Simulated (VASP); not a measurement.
Given:

```
CELL_PARAMETERS angstrom
      0.00000     3.52311     3.52311
      3.52311     0.00000     3.52311
      3.52311     3.52311     0.00000
ATOMIC_POSITIONS crystal
  Ba 0.00000 0.00000 0.00000
  Te 0.25000 0.25000 0.25000
```

The numbers are results of PBEsol GGA, VASP's PBE PAW potentials (set 64) (plane waves; VASP), not measurements. Settings: 500 eV cut-off, 7×7×7 Γ-centred mesh, Gaussian smearing of 0.050 eV, potentials Ba_sv Te.

Question: What does the run give for the energy per atom (σ→0), pressure?

Answer: 
```
Property                        Value
---------------------  --------------
energy per atom (σ→0)  -3.914 eV/atom
pressure                     9.98 GPa
```

The absolute energy has meaning only against runs of the same code, potentials and settings.

The structure was generated: BaTe was put into the zinc blende type (F-43m), which need not be its known phase. It was relaxed first under an external pressure of 10 GPa.
